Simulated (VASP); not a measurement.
## HfB (relaxed from the rock salt structure, space group Fm-3m): computed properties

Method: PBEsol GGA, VASP's PBE PAW potentials (set 64) (plane waves; VASP).

- space group: Fm-3m (225)
- cell: a = 4.7902 Å, b = 4.7902 Å, c = 4.7902 Å, α = 90.00°, β = 90.00°, γ = 90.00°
- volume per atom: 13.74 Å^3/atom
- band gap (over mesh and band path): none (metal, semimetal or under 0.01 eV)
- density: 11.44 g/cm³

```xyz
2
Lattice="0.0000 2.3951 2.3951 2.3951 0.0000 2.3951 2.3951 2.3951 0.0000" Properties=species:S:1:pos:R:3 pbc="T T T"
Hf     0.0000     0.0000     0.0000
B      2.3951     2.3951     2.3951
```

Unless said otherwise, spin-orbit coupling is left out, though it shifts the bands of the heavy elements here.

The structure was generated: HfB was put into the rock salt type (Fm-3m), which need not be its known phase. It was relaxed first, which changed the volume by -37 %. Symmetry was kept, so distortions that lower it aren't found. The electron count is odd and the run is not spin-polarised, which forces a metal.
